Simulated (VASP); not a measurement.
Here is the system:

```
CELL_PARAMETERS angstrom
      1.85106    -3.20613     0.00000
      1.85106     3.20613     0.00000
      0.00000     0.00000     6.55738
ATOMIC_POSITIONS crystal
  Sn 0.00000 0.00000 0.00000
  S  0.33333 0.66667 0.22530
  S  0.66667 0.33333 0.77470
```

Method: PBE GGA, VASP's PBE PAW potentials (set 64) (plane waves; VASP). Run with 480 eV cut-off, 6×6×4 Γ-centred mesh, Gaussian smearing of 0.050 eV, potentials Sn_d S.

Without a dispersion term in the relaxation, distances and binding between the weakly bound layers, chains or molecules are unreliable, and so is what depends on them.

What does the run give for the energy per atom (σ→0)?

energy per atom (σ→0): -4.405 eV/atom

The compound is SnS2 in the 1T layered structure. It was relaxed first, which changed the volume by +14 %.
